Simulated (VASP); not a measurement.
```xyz
6
Lattice="3.7561 0.0000 0.0000 0.0000 11.1261 0.0000 0.0000 0.0000 3.4114" Properties=species:S:1:pos:R:3 pbc="T T T"
Pt     3.7561     0.0000     1.7057
Pt     1.8780     5.5631     3.4114
Cl     3.3416     9.6499     0.0000
Cl     0.4144     1.4762     3.4114
Cl     1.4636     7.0393     1.7057
Cl     2.2925     4.0868     1.7057
```

Method: PBEsol GGA, VASP's PBE PAW potentials (set 64) (plane waves; VASP). Numerical set-up: 400 eV cut-off, 7×3×7 Γ-centred mesh, tetrahedra with Blöchl corrections, potentials Pt Cl.

The cores are frozen, which limits the accuracy of field gradients. Without a dispersion term in the relaxation, distances and binding between the weakly bound layers, chains or molecules are unreliable, and so is what depends on them.

Q: Give the principal components of the electric field gradient (V/Å²) and the asymmetry η at each nucleus.

A: 
```tsv
atom	Vxx	Vyy	Vzz	η
Pt1	64.8	41.6	-106.5	0.22
Pt2	64.8	41.6	-106.5	0.22
Cl3	154.0	67.6	-221.7	0.39
Cl4	154.0	67.6	-221.7	0.39
Cl5	154.0	67.6	-221.7	0.39
Cl6	154.0	67.6	-221.7	0.39
```

The structure comes from a computed database's PtCl2 entry (Pnnm); how it stands against other phases isn't given here. It was relaxed first.
